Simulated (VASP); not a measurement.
A VASP calculation is set up with these files.

**INCAR**
```
ALGO = Normal
EDIFF = 1E-7
ENCUT = 520
GGA = PS
ISIF = 2
ISMEAR = -5
LASPH = .True.
LCHARG = .True.
LEFG = .True.
LMAXMIX = 4
LORBIT = 11
LREAL = .False.
LWAVE = .False.
NEDOS = 601
NELM = 100
PREC = Accurate
SYSTEM = Ga2In2N4
```

### POSCAR
```
Ga2In2N4
1.0
  0.0000000000   2.3680548848   2.3680548848
  2.3680548848   0.0000000000   2.3680548848
  9.5328461663   9.5328461663  -0.0606266269
In N Ga
2 4 2
Cart
  9.4636097268   9.4636097268   0.0086098124
  4.8085765488   4.8085765488   4.6636429902
  1.2076211322   1.2076211322   1.1604337529
  3.7102093556   3.7102093556   1.0259004140
  5.9544478491   5.9544478491   1.1497168054
  8.2115656206   8.2115656206   1.2606539185
  7.1858420382   7.1858420382   4.6544323866
  7.0768885901   7.0768885901   0.0272760650
```

**KPOINTS**
```
Automatic mesh
0
Gamma
9 9 3
0 0 0
```

POTCAR, in this order: In_d N Ga_d (PBE.64 set). Program: vasp_std.

Task: Write an equivalent input for Ansatz.

Result: One equivalent input (not run):
Ansatz 0.2 input:
```yaml
crystal:
  lattice:
    - [0.0000000, 2.3680549, 2.3680549]
    - [2.3680549, 0.0000000, 2.3680549]
    - [9.5328462, 9.5328462, -0.0606266]
  atoms:
    - { symbol: In, position: [0.0144798, 0.0144798, 0.9891401] }
    - { symbol: In, position: [0.9880144, 0.9880144, 0.2589892] }
    - { symbol: N, position: [0.2458582, 0.2458582, 0.0656064] }
    - { symbol: N, position: [0.2208922, 0.2208922, 0.3343308] }
    - { symbol: N, position: [0.2499565, 0.2499565, 0.5625327] }
    - { symbol: N, position: [0.2763272, 0.2763272, 0.7927546] }
    - { symbol: Ga, position: [0.9892579, 0.9892579, 0.5080566] }
    - { symbol: Ga, position: [0.0152138, 0.0152138, 0.7385896] }
kpoints:
  mp_grid: { grid: [9, 9, 3] }
hamiltonian:
  xc: pbesol
  pseudopotentials: { kind: paw }
scf:
  occupations: { method: tetrahedron }
  max_iter: 100
output: { forces: true, stress: true, eigenvalues: true }
```
The two are equivalent in intent, not identical: each code has its own PAW files, so the cut-off isn't converted (ENCUT is set for VASP's; basis.ecutwfc is left out, and Ansatz then takes the one that its files recommend); Ansatz stops its SCF on the density residual and VASP on the energy change (EDIFF); the field gradients of LEFG aren't asked of the other code.

The structure was generated: Ga2In2N4 was put into an ordered model structure (R3m), which need not be its known phase. It was relaxed first.
